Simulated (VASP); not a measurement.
Consider the following.

```xyz
2
Lattice="0.0000 2.2509 2.2509 2.2509 0.0000 2.2509 2.2509 2.2509 0.0000" Properties=species:S:1:pos:R:3 pbc="T T T"
B      0.0000     0.0000     0.0000
P      1.1255     1.1255     1.1255
```

All values below come from PBE GGA with D4 dispersion, VASP's PBE PAW potentials (set 64) (plane waves; VASP 6.6.1). Numerical set-up: 520 eV cut-off, Gaussian smearing of 0.050 eV, potentials B P.

Q: Give the energies of bands 2 to 7 at the high-symmetry points, in eV from the valence-band maximum.

A: 
```json
[
 {"band": "2", "Γ": "0.00", "X": "-8.71", "U": "-8.28", "L": "-9.21", "W": "-8.16"},
 {"band": "3", "Γ": "0.00", "X": "-4.20", "U": "-6.38", "L": "-1.79", "W": "-5.81"},
 {"band": "4", "Γ": "0.00", "X": "-4.20", "U": "-3.58", "L": "-1.79", "W": "-5.61"},
 {"band": "5", "Γ": "3.44", "X": "1.28", "U": "2.12", "L": "3.93", "W": "5.33"},
 {"band": "6", "Γ": "3.44", "X": "1.64", "U": "6.06", "L": "4.73", "W": "6.83"},
 {"band": "7", "Γ": "3.44", "X": "12.35", "U": "9.89", "L": "4.73", "W": "7.39"}
]
```

The gap is indirect, 1.20 eV, from the valence maximum at Γ to the conduction minimum at Γ-X at 0.86.

The compound is BP in the zinc blende structure. It was relaxed first.
